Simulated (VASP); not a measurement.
These are PBE GGA, VASP's PBE PAW potentials (set 64) (plane waves; VASP 6.6.1) values and carry that method's errors.

A VASP calculation is set up with these files.

### INCAR
```
SYSTEM = Pb28S26
PREC = Normal; ENCUT = 400; LREAL = Auto
LASPH = .TRUE.; ISYM = 0
EDIFF = 1E-5; NELM = 100; NELMIN = 4
ALGO = Fast; LMAXMIX = 4
ISMEAR = 0; SIGMA = 0.05
GGA = PE
IBRION = 2; NSW = 60; ISIF = 2
EDIFFG = -0.03
LWAVE = .FALSE.; LCHARG = .FALSE.
```

**POSCAR**
```
Pb28S26
1
    6.3567971500     3.6700990914    10.3760499745
   -6.3567971500     3.6700990914    10.3760499745
   -0.0000000000    -7.3401981828    10.3760499745
Pb S
28 26
Direct
  0.3268570000   0.3268570000   0.3268570000
  0.3309580000   0.3262030000   0.6583980000
  0.3268570000   0.3268570000   0.9935230000
  0.3302390000   0.6600980000   0.3217110000
  0.3272800000   0.6592720000   0.6603050000
  0.3268570000   0.6601900000   0.9935230000
  0.3268570000   0.9935230000   0.3268570000
  0.3268570000   0.9935230000   0.6601900000
  0.3268570000   0.9935230000   0.9935230000
  0.6624300000   0.3230660000   0.3239820000
  0.6619170000   0.3258750000   0.6565060000
  0.6601900000   0.3268570000   0.9935230000
  0.6593640000   0.6614640000   0.3280660000
  0.6601900000   0.6601900000   0.6601900000
  0.4901240000   0.4915690000   0.4912330000
  0.6601900000   0.6601900000   0.9935230000
  0.6601900000   0.9935230000   0.3268570000
  0.6601900000   0.9935230000   0.6601900000
  0.6601900000   0.9935230000   0.9935230000
  0.9935230000   0.3268570000   0.3268570000
  0.9935230000   0.3268570000   0.6601900000
  0.9935230000   0.3268570000   0.9935230000
  0.9935230000   0.6601900000   0.3268570000
  0.9935230000   0.6601900000   0.6601900000
  0.9935230000   0.6601900000   0.9935230000
  0.9935230000   0.9935230000   0.3268570000
  0.9935230000   0.9935230000   0.6601900000
  0.9935230000   0.9935230000   0.9935230000
  0.1583460000   0.1583460000   0.1583460000
  0.1583460000   0.1583460000   0.4916790000
  0.1583460000   0.1583460000   0.8250120000
  0.1583460000   0.4916790000   0.1583460000
  0.1583460000   0.4916790000   0.4916790000
  0.1583460000   0.4916790000   0.8250120000
  0.1583460000   0.8250120000   0.1583460000
  0.1583460000   0.8250120000   0.4916790000
  0.1583460000   0.8250120000   0.8250120000
  0.4916790000   0.1583460000   0.1583460000
  0.4916790000   0.1583460000   0.4916790000
  0.4916790000   0.1583460000   0.8250120000
  0.4916790000   0.4916790000   0.1583460000
  0.4916790000   0.4916790000   0.8250120000
  0.4916790000   0.8250120000   0.1583460000
  0.4916790000   0.8250120000   0.4916790000
  0.4916790000   0.8250120000   0.8250120000
  0.8250120000   0.1583460000   0.1583460000
  0.8250120000   0.1583460000   0.4916790000
  0.8250120000   0.1583460000   0.8250120000
  0.8250120000   0.4916790000   0.1583460000
  0.8250120000   0.4916790000   0.4916790000
  0.8250120000   0.4916790000   0.8250120000
  0.8250120000   0.8250120000   0.1583460000
  0.8250120000   0.8250120000   0.4916790000
  0.8250120000   0.8250120000   0.8250120000
```

KPOINTS:
```
Automatic mesh
0
Gamma
1 1 1
0 0 0
```

POTCAR, in this order: Pb S (PBE.64 set). Program: vasp_gam.

The resulting files:

File OSZICAR:
```
...
RMM:   4    -0.236427926817E+03    0.35792E-03   -0.57385E-03   340   0.149E-01    0.319E-01
RMM:   5    -0.236427588109E+03    0.33871E-03   -0.58161E-03   329   0.121E-01    0.773E-02
RMM:   6    -0.236427819263E+03   -0.23115E-03   -0.15316E-03   348   0.712E-02    0.909E-02
RMM:   7    -0.236427676006E+03    0.14326E-03   -0.14835E-04   325   0.256E-02    0.697E-02
RMM:   8    -0.236427565635E+03    0.11037E-03   -0.13697E-03   411   0.452E-02    0.425E-02
RMM:   9    -0.236427547050E+03    0.18585E-04   -0.93436E-05   300   0.180E-02    0.231E-02
RMM:  10    -0.236427547629E+03   -0.57868E-06   -0.18540E-05   192   0.815E-03
  18 F= -.23642755E+03 E0= -.23642755E+03  d E =-.728907E-01
       N       E                     dE             d eps       ncg     rms          rms(c)
DAV:   1    -0.236440032372E+03   -0.12485E-01   -0.53744E-01   344   0.133E+00    0.571E-01
RMM:   2    -0.236443166960E+03   -0.31346E-02   -0.41127E-02   324   0.441E-01    0.119E-01
RMM:   3    -0.236444253368E+03   -0.10864E-02   -0.11136E-02   389   0.203E-01    0.188E-01
RMM:   4    -0.236444283455E+03   -0.30087E-04   -0.11688E-03   369   0.628E-02    0.163E-01
RMM:   5    -0.236444206449E+03    0.77006E-04   -0.18868E-04   342   0.247E-02    0.159E-01
RMM:   6    -0.236444183852E+03    0.22597E-04   -0.23793E-03   406   0.587E-02    0.903E-02
RMM:   7    -0.236444184224E+03   -0.37184E-06   -0.10528E-04   334   0.206E-02    0.614E-02
RMM:   8    -0.236444084163E+03    0.10006E-03   -0.15594E-04   303   0.159E-02    0.329E-02
RMM:   9    -0.236444078084E+03    0.60793E-05   -0.36666E-04   391   0.217E-02    0.265E-02
RMM:  10    -0.236444070396E+03    0.76884E-05   -0.44270E-05   257   0.102E-02
  19 F= -.23644407E+03 E0= -.23644407E+03  d E =-.165228E-01
       N       E                     dE             d eps       ncg     rms          rms(c)
DAV:   1    -0.236429109533E+03    0.14969E-01   -0.48296E+00   324   0.399E+00    0.172E+00
RMM:   2    -0.236457307741E+03   -0.28198E-01   -0.37062E-01   324   0.132E+00    0.352E-01
RMM:   3    -0.236467157041E+03   -0.98493E-02   -0.10085E-01   390   0.609E-01    0.574E-01
RMM:   4    -0.236467361877E+03   -0.20484E-03   -0.10343E-02   366   0.187E-01    0.496E-01
RMM:   5    -0.236466604531E+03    0.75735E-03   -0.17618E-03   359   0.757E-02    0.473E-01
RMM:   6    -0.236466535241E+03    0.69289E-04   -0.20891E-02   410   0.175E-01    0.242E-01
RMM:   7    -0.236466349847E+03    0.18539E-03   -0.67213E-04   328   0.570E-02    0.164E-01
RMM:   8    -0.236465573207E+03    0.77664E-03   -0.16420E-03   353   0.491E-02    0.902E-02
RMM:   9    -0.236465510263E+03    0.62945E-04   -0.16604E-03   356   0.505E-02    0.548E-02
RMM:  10    -0.236465499120E+03    0.11142E-04   -0.15957E-04   311   0.254E-02    0.142E-02
RMM:  11    -0.236465503094E+03   -0.39743E-05   -0.33023E-05   226   0.104E-02
  20 F= -.23646550E+03 E0= -.23646550E+03  d E =-.379555E-01
       N       E                     dE             d eps       ncg     rms          rms(c)
DAV:   1    -0.236468861643E+03   -0.33625E-02   -0.49390E-01   360   0.128E+00    0.551E-01
RMM:   2    -0.236471813286E+03   -0.29516E-02   -0.36211E-02   324   0.421E-01    0.966E-02
RMM:   3    -0.236472643929E+03   -0.83064E-03   -0.83233E-03   366   0.194E-01    0.160E-01
RMM:   4    -0.236472698028E+03   -0.54099E-04   -0.13290E-03   391   0.709E-02    0.142E-01
RMM:   5    -0.236472577780E+03    0.12025E-03   -0.34374E-04   331   0.323E-02    0.890E-02
RMM:   6    -0.236472655466E+03   -0.77686E-04   -0.89901E-04   333   0.435E-02    0.428E-02
RMM:   7    -0.236472574648E+03    0.80817E-04   -0.25752E-04   324   0.273E-02    0.139E-02
RMM:   8    -0.236472586018E+03   -0.11369E-04   -0.14482E-04   305   0.173E-02    0.165E-02
RMM:   9    -0.236472578051E+03    0.79670E-05   -0.29577E-05   219   0.102E-02
  21 F= -.23647258E+03 E0= -.23647258E+03  d E =-.707496E-02
       N       E                     dE             d eps       ncg     rms          rms(c)
DAV:   1    -0.236461960158E+03    0.10626E-01   -0.21438E+00   324   0.266E+00    0.115E+00
RMM:   2    -0.236474687685E+03   -0.12728E-01   -0.15685E-01   324   0.877E-01    0.202E-01
RMM:   3    -0.236478357093E+03   -0.36694E-02   -0.36792E-02   370   0.404E-01    0.341E-01
RMM:   4    -0.236478595211E+03   -0.23812E-03   -0.55274E-03   387   0.144E-01    0.304E-01
RMM:   5    -0.236478091985E+03    0.50323E-03   -0.11906E-03   331   0.624E-02    0.223E-01
RMM:   6    -0.236478506112E+03   -0.41413E-03   -0.58634E-03   400   0.103E-01    0.107E-01
RMM:   7    -0.236478023546E+03    0.48257E-03   -0.12458E-03   324   0.525E-02    0.443E-02
RMM:   8    -0.236478103100E+03   -0.79554E-04   -0.14661E-03   324   0.545E-02    0.445E-02
RMM:   9    -0.236478031787E+03    0.71313E-04   -0.36573E-04   324   0.327E-02    0.203E-02
RMM:  10    -0.236478034435E+03   -0.26476E-05   -0.31415E-05   240   0.109E-02
  22 F= -.23647803E+03 E0= -.23647803E+03  d E =-.125313E-01
       N       E                     dE             d eps       ncg     rms          rms(c)
DAV:   1    -0.236479247452E+03   -0.12157E-02   -0.45626E-01   360   0.123E+00    0.484E-01
RMM:   2    -0.236481834375E+03   -0.25869E-02   -0.31935E-02   324   0.399E-01    0.902E-02
RMM:   3    -0.236482663189E+03   -0.82881E-03   -0.80997E-03   388   0.180E-01    0.166E-01
RMM:   4    -0.236482645336E+03    0.17853E-04   -0.79644E-04   358   0.539E-02    0.124E-01
RMM:   5    -0.236482552747E+03    0.92589E-04   -0.55306E-04   325   0.391E-02    0.489E-02
RMM:   6    -0.236482623288E+03   -0.70540E-04   -0.44992E-04   324   0.336E-02    0.392E-02
RMM:   7    -0.236482586057E+03    0.37230E-04   -0.51100E-05   271   0.152E-02    0.280E-02
RMM:   8    -0.236482564757E+03    0.21301E-04   -0.61862E-05   273   0.113E-02    0.188E-02
RMM:   9    -0.236482563618E+03    0.11390E-05   -0.60392E-05   272   0.115E-02
  23 F= -.23648256E+03 E0= -.23648256E+03  d E =-.452918E-02
       N       E                     dE             d eps       ncg     rms          rms(c)
DAV:   1    -0.236476836421E+03    0.57283E-02   -0.12381E+00   324   0.202E+00    0.805E-01
RMM:   2    -0.236483877619E+03   -0.70412E-02   -0.86330E-02   324   0.657E-01    0.148E-01
RMM:   3    -0.236486084502E+03   -0.22069E-02   -0.21591E-02   385   0.296E-01    0.270E-01
RMM:   4    -0.236486049885E+03    0.34617E-04   -0.22705E-03   360   0.918E-02    0.201E-01
RMM:   5    -0.236485808552E+03    0.24133E-03   -0.15903E-03   325   0.660E-02    0.716E-02
RMM:   6    -0.236485991046E+03   -0.18249E-03   -0.11148E-03   325   0.538E-02    0.648E-02
RMM:   7    -0.236485888606E+03    0.10244E-03   -0.13134E-04   303   0.240E-02    0.448E-02
RMM:   8    -0.236485829530E+03    0.59076E-04   -0.24896E-04   326   0.223E-02    0.280E-02
RMM:   9    -0.236485834846E+03   -0.53155E-05   -0.12244E-04   302   0.179E-02    0.136E-02
RMM:  10    -0.236485836588E+03   -0.17423E-05   -0.16168E-05   193   0.856E-03
  24 F= -.23648584E+03 E0= -.23648584E+03  d E =-.780215E-02
       N       E                     dE             d eps       ncg     rms          rms(c)
DAV:   1    -0.236484607983E+03    0.12269E-02   -0.60048E-01   344   0.141E+00    0.593E-01
RMM:   2    -0.236488212002E+03   -0.36040E-02   -0.43355E-02   324   0.462E-01    0.103E-01
RMM:   3    -0.236489268086E+03   -0.10561E-02   -0.10361E-02   373   0.213E-01    0.176E-01
RMM:   4    -0.236489318486E+03   -0.50400E-04   -0.14903E-03   383   0.743E-02    0.149E-01
RMM:   5    -0.236489173060E+03    0.14543E-03   -0.42501E-04   328   0.362E-02    0.913E-02
RMM:   6    -0.236489252197E+03   -0.79137E-04   -0.91088E-04   327   0.454E-02    0.419E-02
RMM:   7    -0.236489177345E+03    0.74853E-04   -0.18436E-04   321   0.257E-02    0.168E-02
RMM:   8    -0.236489178788E+03   -0.14426E-05   -0.14043E-04   311   0.171E-02    0.108E-02
RMM:   9    -0.236489175423E+03    0.33647E-05   -0.18791E-05   192   0.939E-03
  25 F= -.23648918E+03 E0= -.23648918E+03  d E =-.333883E-02
```

OUTCAR:
```
------------------------ aborting loop because EDIFF is reached ----------------------------------------
  FORCE on cell =-STRESS in cart. coord.  units (eV):
  Direction    XX          YY          ZZ          XY          YZ          ZX
  --------------------------------------------------------------------------------------
  Total       -2.9792178     -1.9032590     -1.2810139     -1.2939975     -0.5567525     -0.8686957
  in kB       -3.2863467     -2.0994669     -1.4130742     -1.4273963     -0.6141483     -0.9582499
  external PRESSURE =      -2.2662959 kB  Pullay stress =       0.0000000 kB
  volume of cell :     1452.44
      direct lattice vectors                 reciprocal lattice vectors
     6.356797150  3.670099091 10.376049975     0.078655963  0.045412035  0.032125263
    -6.356797150  3.670099091 10.376049975    -0.078655963  0.045412035  0.032125263
     0.000000000 -7.340198183 10.376049975     0.000000000 -0.090824069  0.032125263
  FREE ENERGIE OF THE ION-ELECTRON SYSTEM (eV)
  ---------------------------------------------------
  free  energy   TOTEN  =      -236.4891754228 eV

  energy  without entropy=     -236.4891753791  energy(sigma->0) =     -236.48917540

 reached required accuracy - stopping structural energy minimisation
```
(Selected blocks of OUTCAR.)

File CONTCAR:
```
Pb28S26
   1.00000000000000
     6.3567971500000002    3.6700990914000000   10.3760499745000008
    -6.3567971500000002    3.6700990914000000   10.3760499745000008
     0.0000000000000000   -7.3401981828000000   10.3760499745000008
  Pb              S
    28    26
Direct
     0.3236553221855685    0.3255742447304799    0.3254769166706323
     0.3355058799652149    0.3016618759572492    0.6670330299720364
     0.3242436372996487    0.3251818074043214    0.9964456260900380
     0.3352914405167112    0.6680985507206488    0.3024118783844282
     0.3358925186391918    0.6669177964978050    0.6649866173700629
     0.3210125174238029    0.6610964287196757    0.9951946790933688
     0.3233485866396488    0.9985050999247250    0.3249916773065086
     0.3216179334259167    0.9940636666292634    0.6618776055154243
     0.3206993193306445    0.9941269369487968    0.9947475360873806
     0.6522349769457734    0.3155772774264163    0.3182695332076551
     0.6504998647281155    0.3184907129164306    0.6837259284151163
     0.6652144284921088    0.3241962799577990    0.9911205808547942
     0.6502463151292980    0.6857813693642406    0.3183163295549054
     0.6618893616652066    0.6603431062481638    0.6601393138108483
     0.4962171793766220    0.4913151740902383    0.4902924894289475
     0.6620781422469160    0.6600679434636392    0.9898496013946544
     0.6662765561930540    0.9918307342585346    0.3225668061803826
     0.6626284660506596    0.9877930043703430    0.6607536580755440
     0.6666584287562348    0.9923394228448490    0.9900661585551430
     0.9801639401007874    0.3298891537810055    0.3305143699947408
     0.9925095024615627    0.3306822575678817    0.6556213012811497
     0.9928572570299613    0.3304824140035417    0.9922644958671771
     0.9931903040304862    0.6553746209941193    0.3297063936543544
     0.0058435679159346    0.6555629281576225    0.6549021585051388
     0.9938483718794535    0.6548150435862912    0.9925457911102535
     0.9935688149182256    0.9924382348404905    0.3293267848339825
     0.9933351641423667    0.9924156660539384    0.6560290281160063
     0.9952828455028082    0.9914310210302367    0.9910459786867400
     0.1567959085967397    0.1602549399796057    0.1595929577702938
     0.1564516832877286    0.1603615834739926    0.4923168911607729
     0.1524498989365244    0.1625350361658759    0.8270303458140470
     0.1568843816837490    0.4914890263518664    0.1602183566987049
     0.1638174571001741    0.4904129066303359    0.4904301760719323
     0.1645405942773555    0.4900020682063514    0.8237253753660863
     0.1518381497166275    0.8270757584502813    0.1621632084283186
     0.1641898941639711    0.8246270772405639    0.4895994425039813
     0.1525827945496985    0.8263642736707321    0.8272681000473214
     0.4946014628407959    0.1586185386928212    0.1578992500594247
     0.4916856539911575    0.1510822118373613    0.4930851678712168
     0.4918899058427983    0.1509861929877179    0.8329254315054087
     0.4918702372138080    0.4923190845663311    0.1522395438746620
     0.4916163184088184    0.4929761465793974    0.8327987138885169
     0.4923535011166577    0.8336988238654469    0.1514342102270392
     0.4918682176176200    0.8340038757837370    0.4918816721180836
     0.4895153425890474    0.8261828509824181    0.8267788887486499
     0.8339493907754890    0.1555790182931901    0.1543580872086341
     0.8194737304967662    0.1603598403596860    0.4940504583692058
     0.8335328561350789    0.1557741312075648    0.8245451417307332
     0.8185210106839584    0.4938262866866876    0.1618551763057214
     0.8185853830152602    0.4942926080847650    0.4945751719286108
     0.8268862848448544    0.4928784956055986    0.8246184425524126
     0.8331567927493654    0.8243580351953989    0.1555319498052103
     0.8274669939409406    0.8247529992618071    0.4918032181156857
     0.8276205124331126    0.8243254173517353    0.8248963538119294
```

The supercell is sampled at Γ alone, which is coarse: total energies, pressure and levels can be off, energies of defects by several tenths of an eV.

The cell is a supercell with a defect, built from a database entry that may be metastable or hypothetical: Pb_S. The run is not spin-polarised, so no state with unpaired spins was tried.
